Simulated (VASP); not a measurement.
An input for Ansatz (written as the equivalent of a VASP run, and not itself run):

Ansatz 0.2 input:
```yaml
crystal:
  lattice:
    - [-1.5775147, 1.5775147, 1.5775147]
    - [1.5775147, -1.5775147, 1.5775147]
    - [1.5775147, 1.5775147, -1.5775147]
  atoms:
    - { symbol: W, position: [0.0000000, 0.0000000, 0.0000000] }
kpoints:
  mp_grid: { grid: [16, 16, 16] }
hamiltonian:
  xc: pbesol
  pseudopotentials: { kind: paw }
scf:
  occupations: { method: methfessel_paxton, width: 0.1 }
  max_iter: 100
relax:
  max_steps: 40
  f_tol: 0.02
  cell: {}
output: { forces: true, stress: true, eigenvalues: true }
```

**Question.** Write the VASP files for the same calculation (PBEsol).

**Answer.** One answer among several that fit: 
**KPOINTS**
```
Automatic mesh
0
Gamma
16 16 16
0 0 0
```

### POSCAR
```
W
1
   -1.5775147406     1.5775147406     1.5775147406
    1.5775147406    -1.5775147406     1.5775147406
    1.5775147406     1.5775147406    -1.5775147406
W
1
Direct
  0.0000000000   0.0000000000   0.0000000000
```

**INCAR**
```
IBRION = 2   ! conjugate gradients
EDIFF = 1E-6
LMAXMIX = 6
ISMEAR = 1   ! Methfessel-Paxton
ISIF = 3   ! ions, shape and volume
ALGO = Normal
LREAL = .FALSE.   ! projection in real space or not
GGA = PS   ! PBEsol
PREC = Accurate
ENCUT = 500
LASPH = .TRUE.
LWAVE = .FALSE.
EDIFFG = -0.02
LCHARG = .FALSE.
NSW = 40   ! most ionic steps
NELM = 100   ! most electronic steps
SIGMA = 0.1   ! width (eV)
SYSTEM = W
```

POTCAR, in this order: W_sv (PBE.64 set). Program: vasp_std.

What does not carry over: each code has its own PAW files, so the cut-off isn't converted (ENCUT is set for VASP's; basis.ecutwfc is left out, and Ansatz then takes the one that its files recommend); Ansatz stops its SCF on the density residual and VASP on the energy change (EDIFF).

The compound is W in the bcc structure. It was relaxed first.
